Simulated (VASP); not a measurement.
**Mo: structure and properties in VASP**

How well does PBEsol reproduce what experiment finds for Mo? The cell is relaxed first, and properties follow on it. The steps: relaxing cell and atoms (PBEsol), second relaxation, single point with fields (PBEsol), band structure (PBEsol), total and projected DOS (PBEsol), core-level energies (PBEsol), band structure (PBEsol + SOC) and ionic relaxation at fixed cell (PBEsol), changed input. The start is a cell from a database of measured crystal structures.

Program: VASP 6.6.1. Level of theory: PBEsol; plane waves and PAW (Mo_sv), in the first sound run; inputs show where later runs differ. Results are calculated unless marked as measured.

**What experiment says.**

“Anisotropic Resistivity Size Effect in Epitaxial Mo(001) and Mo(011) Layers” (2023, pmc:10052566) quotes from earlier work for Mo, body-centred cubic (bulk Mo, literature value): lattice constant a (cubic lattice constant, literature experiment) 3.147 Å [literature experimental value used as input for the DFT calculation; temperature not …].

### Step 1. Set-up

Before any relaxation, the start is as follows. The structure is cubic, space group Im-3m (No. 229). Conventional cell: a = 3.147 Å, b = 3.147 Å, c = 3.147 Å, α = 90.00°, β = 90.00°, γ = 90.00°. Nearest to Mo lie 8 Mo at 2.73 Å.

### Step 2. Relaxing cell and atoms (PBEsol)

The start need not lie at this functional's minimum. ISIF = 3 frees volume, shape and positions, and EDIFFG sets the threshold on forces and stress at which the search stops. PBEsol restores the gradient expansion of exchange and is tuned for the cells of solids.

INCAR

```
SYSTEM = Mo
PREC = Accurate
ENCUT = 400
EDIFF = 1E-06
NELM = 100
ISMEAR = 1
SIGMA = 0.2
LREAL = .FALSE.
ALGO = Normal
GGA = PS
NBANDS = 13
LORBIT = 11
LWAVE = .FALSE.
LCHARG = .FALSE.
KPAR = 2
IBRION = 2
NSW = 60
ISIF = 3
EDIFFG = -0.01
```

POSCAR

```
Mo
1.0
   -1.5734150000      1.5734150000      1.5734150000
    1.5734150000     -1.5734150000      1.5734150000
    1.5734150000      1.5734150000     -1.5734150000
Mo
1
Direct
    0.0000000000      0.0000000000      0.0000000000
```

KPOINTS

```
Automatic mesh
0
Gamma
10 10 10
0 0 0
```

Potentials, in the order of the species: Mo_sv (PBE family, release 64).

The run is started by

```bash
$ mpirun -np 2 vasp_std
```

What it wrote:

```text
[banner, memory and clock lines left out]
running    2 mpi-ranks, on    1 nodes
 distrk:  each k-point on    1 cores,    2 groups
 distr:  one band on    1 cores,    1 groups

 POSCAR found type information on POSCAR Mo
 POSCAR found :  1 types and       1 ions
|                                                                             |
|               ----> ADVICE to this user running VASP <----                  |
|                                                                             |
|     You enforced a specific xc type in the INCAR file but a different       |
|     [... a line on the potential file left out ...]
|     I HOPE YOU KNOW WHAT YOU ARE DOING!                                     |
|                                                                             |

 LDA part: xc-table for (Slater+PW92), standard interpolation
 POSCAR, INCAR and KPOINTS ok, starting setup
 FFT: planning ... GRIDC
 FFT: planning ... GRID_SOFT
 FFT: planning ... GRID
 WAVECAR not read
 entering main loop
       N       E                     dE             d eps       ncg     rms          rms(c)
DAV:   1     0.743956066348E+02    0.74396E+02   -0.69397E+03  1238   0.916E+02
DAV:   2    -0.115932365057E+02   -0.85989E+02   -0.82960E+02  1442   0.273E+02
DAV:   3    -0.125346328341E+02   -0.94140E+00   -0.93910E+00  1347   0.283E+01
DAV:   4    -0.125365865560E+02   -0.19537E-02   -0.19536E-02  1372   0.159E+00
DAV:   5    -0.125365971481E+02   -0.10592E-04   -0.10592E-04  1382   0.103E-01    0.160E+01
DAV:   6    -0.118512867776E+02    0.68531E+00   -0.81606E-01  1252   0.110E+01    0.415E+00
DAV:   7    -0.117633269487E+02    0.87960E-01   -0.13924E-01  1327   0.430E+00    0.939E-01
DAV:   8    -0.117580079201E+02    0.53190E-02   -0.43622E-03  1252   0.832E-01    0.173E-01
DAV:   9    -0.117579118204E+02    0.96100E-04   -0.14184E-04  1362   0.141E-01    0.636E-02
DAV:  10    -0.117579147263E+02   -0.29059E-05   -0.11451E-05  1287   0.402E-02    0.280E-03
DAV:  11    -0.117579149391E+02   -0.21277E-06   -0.76329E-08   666   0.305E-03
   1 F= -.11757915E+02 E0= -.11757455E+02  d E =-.117579E+02
 curvature:   0.00 expect dE= 0.000E+00 dE for cont linesearch  0.000E+00
 trial: gam= 0.00000 g(F)=  0.266E-61 g(S)=  0.381E-01 ort = 0.000E+00 (trialstep = 0.100E+01)
 search vector abs. value=  0.381E-01
 bond charge predicted
       N       E                     dE             d eps       ncg     rms          rms(c)
DAV:   1    -0.126855588701E+02   -0.92764E+00   -0.20135E+01  1237   0.590E+01    0.137E+01
DAV:   2    -0.117909548684E+02    0.89460E+00   -0.12472E+00  1227   0.146E+01    0.193E+00
DAV:   3    -0.117138035284E+02    0.77151E-01   -0.20629E-01  1277   0.570E+00    0.226E+00
DAV:   4    -0.117191634082E+02   -0.53599E-02   -0.55854E-03  1272   0.827E-01    0.351E-01
DAV:   5    -0.117194040760E+02   -0.24067E-03   -0.41993E-04  1342   0.241E-01    0.273E-02
DAV:   6    -0.117193988318E+02    0.52442E-05   -0.48049E-06  1262   0.244E-02    0.506E-03
DAV:   7    -0.117193984534E+02    0.37845E-06   -0.10875E-07   666   0.407E-03
   2 F= -.11719398E+02 E0= -.11719523E+02  d E =0.385165E-01
[...]
3 F= -.11762929E+02 E0= -.11762648E+02  d E =-.501362E-02
 curvature:  -0.12 expect dE=-0.266E-05 dE for cont linesearch -0.266E-05
 ZBRENT: interpolating
 opt :   0.2612  next Energy=   -11.762931 (dE=-0.502E-02)
 bond charge predicted
       N       E                     dE             d eps       ncg     rms          rms(c)
DAV:   1    -0.117629626183E+02   -0.33978E-04   -0.65632E-04  1237   0.339E-01    0.650E-02
DAV:   2    -0.117629323472E+02    0.30271E-04   -0.46349E-05  1232   0.851E-02    0.105E-02
DAV:   3    -0.117629304360E+02    0.19111E-05   -0.63332E-06  1262   0.311E-02    0.977E-03
DAV:   4    -0.117629311430E+02   -0.70695E-06   -0.17095E-07   726   0.428E-03
   4 F= -.11762931E+02 E0= -.11762655E+02  d E =-.501620E-02
 curvature:  -0.12 expect dE=-0.140E-07 dE for cont linesearch -0.140E-07
 trial: gam=-0.00176 g(F)=  0.877E-61 g(S)=  0.118E-06 ort = 0.670E-04 (trialstep = 0.852E+00)
 search vector abs. value=  0.100E-09
 reached required accuracy - stopping structural energy minimisation
```

It took 11 s on 2 MPI ranks of AMD EPYC 7R43, shared host; peak memory 0.19 GiB; 20 s of CPU time.

Lines that name or quote the potential files are left out of all logs, and their timing lines are given in words.

Parts of OUTCAR (step 2):

```text
ion  position               nearest neighbor table
   1  0.000  0.000  0.000-

  LATTYP: Found a body centered cubic cell.
 ALAT       =     3.1468300000

 Subroutine GETGRP returns: Found 48 space group operations
 (whereof 48 operations were pure point group operations)

The static configuration has the point symmetry O_h .

 Found     47 irreducible k-points:

   k-points           NKPTS =     47   k-points in BZ     NKDIM =     47   number of bands    NBANDS=     13

   dimension x,y,z NGX =    18 NGY =   18 NGZ =   18
   dimension x,y,z NGXF=    36 NGYF=   36 NGZF=   36

   ENCUT  =  400.0 eV  29.40 Ry    5.42 a.u.   4.44  4.44  4.44*2*pi/ulx,y,z

   NELECT =      14.0000    total number of electrons

 k-points in reciprocal lattice and weights: Automatic mesh
   0.00000000  0.00000000  0.00000000       0.001
   0.10000000  0.00000000  0.00000000       0.012
   0.20000000  0.00000000  0.00000000       0.012
   0.30000000  0.00000000  0.00000000       0.012
   0.40000000  0.00000000  0.00000000       0.012
   0.50000000  0.00000000  0.00000000       0.006
   0.10000000  0.10000000  0.00000000       0.024
   0.20000000  0.10000000  0.00000000       0.048
   0.30000000  0.10000000  0.00000000       0.048
[...]
0.50000000  0.50000000  0.40000000       0.012
   0.50000000  0.50000000  0.50000000       0.001

 average (electrostatic) potential at core
       1 -68.6230

 E-fermi :  12.9556

 k-point     1 :       0.0000    0.0000    0.0000
  band No.  band energies     occupation
    ...
      4     -21.5719      2.00000
      5       5.4741      2.00000
      6      11.4368      2.00000
      7      11.4368      2.00000
      8      11.4368      2.00000
      9      14.5339     -0.00000
     10      14.5339     -0.00000
     11      27.6735      0.00000
     12      27.6735      0.00000
     13      27.6735      0.00000

 k-point     2 :       0.1000    0.0000    0.0000
  band No.  band energies     occupation
    ...
      4     -21.5723      2.00000
      5       5.9191      2.00000
      6      11.1858      2.00000
      7      11.3826      2.00000
      8      11.8646      2.00000
      9      14.1996     -0.00000
     10      14.5433     -0.00000
     11      27.9901      0.00000
     12      28.4339      0.00000
     13      28.5330      0.00000

 k-point     3 :       0.2000    0.0000    0.0000
  band No.  band energies     occupation
    ...
      3     -21.7413      2.00000
      4     -21.5754      2.00000
      5       6.9920      2.00000
      6      10.5904      2.00000
      7      11.1778      2.00000
      8      13.0883      0.10723
      9      13.9097     -0.00000
     10      14.6172     -0.00000
     11      28.1880      0.00000
     12      29.6353      0.00000
    ...

  Total       -0.0009024     -0.0009024     -0.0009024      0.0000000      0.0000000      0.0000000
  in kB       -0.0946155     -0.0946155     -0.0946155      0.0000000      0.0000000      0.0000000
  external PRESSURE =      -0.0946155 kB  Pullay stress =       0.0000000 kB

  energy-cutoff  :      400.00
  volume of cell :       15.28
      direct lattice vectors                 reciprocal lattice vectors
    -1.563245276  1.563245276  1.563245276     0.000000000  0.319847440  0.319847440
     1.563245276 -1.563245276  1.563245276     0.319847440  0.000000000  0.319847440
     1.563245276  1.563245276 -1.563245276     0.319847440  0.319847440  0.000000000

 POSITION                                       TOTAL-FORCE (eV/Angst)
 -----------------------------------------------------------------------------------
      3.12649      0.00000      0.00000        -0.000000      0.000000     -0.000000
 -----------------------------------------------------------------------------------
    total drift:                                0.000000     -0.000000      0.000000

  FREE ENERGIE OF THE ION-ELECTRON SYSTEM (eV)
  ---------------------------------------------------
  free  energy   TOTEN  =       -11.7629311430 eV

  energy  without entropy=      -11.7621014926  energy(sigma->0) =      -11.76265459

 reached required accuracy - stopping structural energy minimisation

 total charge
# of ion       s       p       d       tot
------------------------------------------
    1        2.391   6.209   3.965  12.565

[... 3 further parts left out ...]
```

The k-mesh is coarse for a metal. The PAW data sets were made with PBE, which is usual practice but a small mismatch for other functionals. The run keeps the 48 symmetry operations of its start, so it cannot find a distortion of lower symmetry.

Step by step:

```tsv
step	energy less that of the first step (eV)	largest force (eV/Å)	pressure (GPa)	volume (Å³)
1	0.0000	0.0000	-5.27	15.58
2	0.0385	0.0000	17.69	14.45
3	-0.0050	0.0000	-0.13	15.29
4	-0.0050	0.0000	-0.01	15.28
```

```tsv
conventional cell, symmetrised	before	after	change
a (Å)	3.147	3.126	-0.6 %
b (Å)	3.147	3.126	-0.6 %
c (Å)	3.147	3.126	-0.6 %
volume (Å³/atom)	15.58	15.28	-1.9 %
```

The relaxed structure:

```xyz
1
Lattice="-1.5632 1.5632 1.5632 1.5632 -1.5632 1.5632 1.5632 1.5632 -1.5632" Properties=species:S:1:pos:R:3 pbc="T T T"
Mo    0.0000    0.0000    0.0000
```

Numbers from this step:

* electrons: 14
* bands: 13
* irreducible k-points: 47
* symmetry operations: 48
* free energy (TOTEN): -11.76 eV
* energy at zero smearing: -11.76 eV
* Fermi energy: 12.96 eV
* pressure: -0.009462 GPa
* metallic: yes
* SCF cycles over all ionic steps: 28

It ends with forces that vanish by symmetry and a pressure of -0.01 GPa. The volume lies -1.9 % from that of the database's start, which holds the thermal and zero-point expansion of its experiment.

### Step 3. Second relaxation

A relaxation keeps the plane waves of the cell it began with, so it is repeated from the new cell, on a basis made for it.

INCAR is that of step 2.

POSCAR

```
Mo
1.0
   -1.5632452756      1.5632452756      1.5632452756
    1.5632452756     -1.5632452756      1.5632452756
    1.5632452756      1.5632452756     -1.5632452756
Mo
1
Direct
    0.0000000000      0.0000000000      0.0000000000
```

KPOINTS is that of step 2.

The run is started by

```bash
$ mpirun -np 2 vasp_std
```

What it wrote:

```text
[banner, memory and clock lines left out]
running    2 mpi-ranks, on    1 nodes
 distrk:  each k-point on    1 cores,    2 groups
 distr:  one band on    1 cores,    1 groups

 POSCAR found type information on POSCAR Mo
 POSCAR found :  1 types and       1 ions
 [... a notice as in an earlier step ...]

 LDA part: xc-table for (Slater+PW92), standard interpolation
 POSCAR, INCAR and KPOINTS ok, starting setup
 FFT: planning ... GRIDC
 FFT: planning ... GRID_SOFT
 FFT: planning ... GRID
 WAVECAR not read
 entering main loop
       N       E                     dE             d eps       ncg     rms          rms(c)
DAV:   1     0.708676784177E+02    0.70868E+02   -0.69770E+03  1238   0.920E+02
DAV:   2    -0.116446886819E+02   -0.82512E+02   -0.78983E+02  1422   0.269E+02
DAV:   3    -0.125140014112E+02   -0.86931E+00   -0.86787E+00  1337   0.274E+01
DAV:   4    -0.125157795088E+02   -0.17781E-02   -0.17781E-02  1392   0.151E+00
DAV:   5    -0.125157886981E+02   -0.91892E-05   -0.91886E-05  1352   0.974E-02    0.167E+01
DAV:   6    -0.118529398395E+02    0.66285E+00   -0.78221E-01  1262   0.109E+01    0.451E+00
DAV:   7    -0.117664729150E+02    0.86467E-01   -0.13520E-01  1327   0.427E+00    0.885E-01
DAV:   8    -0.117610688865E+02    0.54040E-02   -0.40152E-03  1272   0.797E-01    0.155E-01
DAV:   9    -0.117610474874E+02    0.21399E-04   -0.87844E-05  1387   0.111E-01    0.694E-02
DAV:  10    -0.117610505619E+02   -0.30745E-05   -0.91708E-06  1267   0.357E-02    0.145E-03
DAV:  11    -0.117610507306E+02   -0.16870E-06   -0.95469E-08   666   0.346E-03
   1 F= -.11761051E+02 E0= -.11760774E+02  d E =-.117611E+02
 curvature:   0.00 expect dE= 0.000E+00 dE for cont linesearch  0.000E+00
 trial: gam= 0.00000 g(F)=  0.938E-62 g(S)=  0.133E-04 ort = 0.000E+00 (trialstep = 0.100E+01)
 search vector abs. value=  0.133E-04
 reached required accuracy - stopping structural energy minimisation
```

Run time: 6.2 s. Hardware: 2 MPI ranks; peak memory 0.17 GiB.

From OUTCAR (step 3):

```text
  LATTYP: Found a body centered cubic cell.
 ALAT       =     3.1264905512

The static configuration has the point symmetry O_h .

 Found     47 irreducible k-points:

   ENCUT  =  400.0 eV  29.40 Ry    5.42 a.u.   4.42  4.42  4.42*2*pi/ulx,y,z

   NELECT =      14.0000    total number of electrons

 E-fermi :  12.9558

 k-point     1 :       0.0000    0.0000    0.0000
  band No.  band energies     occupation
    ...
      4     -21.5687      2.00000
      5       5.4742      2.00000
      6      11.4380      2.00000
      7      11.4380      2.00000
      8      11.4380      2.00000
      9      14.5354     -0.00000
     10      14.5354     -0.00000
     11      27.6742      0.00000
     12      27.6742      0.00000
     13      27.6742      0.00000

 k-point     2 :       0.1000    0.0000    0.0000
  band No.  band energies     occupation
    ...
      4     -21.5718      2.00000
      5       5.9192      2.00000
      6      11.1858      2.00000
      7      11.3827      2.00000
      8      11.8646      2.00000
      9      14.1999     -0.00000
     10      14.5433     -0.00000
     11      27.9903      0.00000
     12      28.4339      0.00000
     13      28.5331      0.00000

  Total       -0.0095905     -0.0095905     -0.0095905      0.0000000      0.0000000     -0.0000000
  in kB       -1.0055688     -1.0055688     -1.0055688      0.0000000      0.0000000     -0.0000000
  external PRESSURE =      -1.0055688 kB  Pullay stress =       0.0000000 kB

 POSITION                                       TOTAL-FORCE (eV/Angst)
 -----------------------------------------------------------------------------------
      0.00000      0.00000      0.00000         0.000000      0.000000      0.000000
 -----------------------------------------------------------------------------------
    total drift:                                0.000000     -0.000000      0.000000

  FREE ENERGIE OF THE ION-ELECTRON SYSTEM (eV)
  ---------------------------------------------------
  free  energy   TOTEN  =       -11.7610507306 eV

  energy  without entropy=      -11.7602192440  energy(sigma->0) =      -11.76077357

[... 7 parts as in an earlier step ...]

[... 6 further parts left out ...]
```

CONTCAR:

```
Mo
   1.00000000000000
    -1.5632452755999999    1.5632452755999999    1.5632452755999999
     1.5632452755999999   -1.5632452755999999    1.5632452755999999
     1.5632452755999999    1.5632452755999999   -1.5632452755999999
  Mo
     1
Direct
     0.0000000000000000    0.0000000000000000    0.0000000000000000
```

Little changed from the start: no atom moved by 0.005 Å and no cell edge by 0.1 %.

This step gave:

- pressure: -0.1006 GPa
- SCF cycles over all ionic steps: 11

It ends with forces that vanish by symmetry and a pressure of -0.10 GPa. The volume moved by under 0.01 %: the run met its threshold at the first step.

(Part 1 of 3 ends here.)

[Lines on the potential files, build, host, timing and source positions are cut from VASP's logs without a mark.]

[Logs are printed without paths, hosts, clocks, repeated set-up lines and the standing remarks that a program may print on its own settings, such as how far it seeks lower states.]

[Hosts, paths, dates, database ids (printed as entryN), source tags and the programs' standing remarks are cut or masked in the printed files.]

[Measured values are set beside computed ones only where the two were judged alike; some that the calculation misses by far are left out.]

[In band tables of VASP the shares of atoms and orbitals are scaled to a sum of 1 inside the atoms' spheres.]
